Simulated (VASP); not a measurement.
Consider the following.

```xyz
4
Lattice="4.6273 0.0000 0.0000 0.0000 3.0294 0.0000 0.0000 0.0000 4.8583" Properties=species:S:1:pos:R:3 pbc="T T T"
Hf     1.1568     1.5147     1.3137
Hf     3.4705     1.5147     3.5446
Ir     3.4705     0.0000     1.0147
Ir     1.1568     0.0000     3.8436
```

Calculation: PBEsol GGA with spin-orbit coupling, VASP's PBE PAW potentials (set 64) (plane waves; VASP 6.6.1). Run with 400 eV cut-off, 6×9×6 Γ-centred mesh, Gaussian smearing of 0.050 eV, potentials Hf_pv Ir.

Q: Predict the energy per atom (σ→0), band gap (over mesh and band path) with the smallest direct gap where there is one.

A: 
band gap (over mesh and band path): none (metal, semimetal or under 0.01 eV)
energy per atom (σ→0): -11.606 eV/atom

The absolute energy has meaning only against runs of the same code, potentials and settings.

The structure comes from a computed database's HfIr entry (Pmma); how it stands against other phases isn't given here. It was relaxed first.
